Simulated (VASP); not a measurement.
Write the native input for VASP 6.6.1 that does the following.

| Item | Value |
| --- | --- |
| Task | band structure |
| Functional | r2SCAN |
| Potentials or basis | VASP PAW PBE potentials, release 64 (Zn, Cu, Sn_d, Se) |
| Cutoff | 520 eV |
| k mesh | 10 × 10 × 10 |
| Occupations | methfessel-paxton, width 0.1 eV |
| Spin | no spin polarisation |
| Further INCAR settings | ALGO = Normal; EDIFF = 1e-06 |

The structure of ZnCu2SnSe4 lies in POSCAR:

```
ZnCu2SnSe4                              
1.0
   -2.8325121695      2.8325121667      5.6631203632
    2.8325121695     -2.8325121667      5.6631203632
    2.8325121667      2.8325121695     -5.6631203632
  Zn              Cu              Sn              Se            
     1     2     1     4
Direct
     0.7500000000000000    0.2500000000000000    0.5000000000000000
     0.2500000000000000    0.7500000000000000    0.5000000000000000
     0.0000000000000000    0.0000000000000000    0.0000000000000000
     0.5000000000000000    0.5000000000000000    0.0000000000000000
     0.6299398007125161    0.6398559926438869    0.5309960500260681
     0.1088599426178189    0.0989437506864481    0.4690039499739320
     0.9010562493135520    0.3700601992874839    0.0099161919313709
     0.3601440073561131    0.8911400573821811    0.9900838080686292
```

The cell comes from a database or a generator and needn't be the stable form of this composition.

These files were run (other wordings do the same):

INCAR

```
ALGO = Normal
EDIFF = 1E-6
ENCUT = 520
ISIF = 2
ISMEAR = 1
KPAR = 4
LASPH = T
LCHARG = F
LMAXMIX = 4
LMIXTAU = T
LREAL = F
LWAVE = F
METAGGA = R2SCAN
NELM = 80
PREC = Accurate
SIGMA = 0.1
```

KPOINTS

```
k-points
0
Gamma
  10 10 10
```

KPOINTS_OPT

```
explicit points
188
Reciprocal
 0.0000000000  0.0000000000  0.0000000000 1
 0.0000000000  0.0000000000  0.0555555556 1
 0.0000000000  0.0000000000  0.1111111111 1
 0.0000000000  0.0000000000  0.1666666667 1
 0.0000000000  0.0000000000  0.2222222222 1
 0.0000000000  0.0000000000  0.2777777778 1
[... 180 lines left out ...]
 0.0319732900  0.0319732900  0.4680267100 1
-0.0319732900 -0.0319732900  0.5319732900 1
```

Potentials or basis: VASP PAW PBE potentials, release 64 (Zn, Cu, Sn_d, Se).

Launch:

```bash
$ cat potpaw_PBE.64/Zn/POTCAR potpaw_PBE.64/Cu/POTCAR potpaw_PBE.64/Sn_d/POTCAR potpaw_PBE.64/Se/POTCAR > POTCAR
$ mpirun -np 4 vasp_std > vasp.out
```

Results of the run:

| Quantity | Value |
| --- | --- |
| Pressure | 1.1 GPa |
| Largest force | 0.194 eV/Å |
| Band gap on the k mesh | 0.07 eV, direct |
| Band gap along the path | 0.07 eV, direct |

Caveat: the PAW data sets were made with another functional, which shifts forces and pressure a little; spin-orbit coupling is left out, which moves the levels of the heavy elements.

Wall time 59 min on 4 MPI ranks on AMD EPYC 9R14 (Zen 4), on a shared host, peak memory 1.8 GiB a rank.
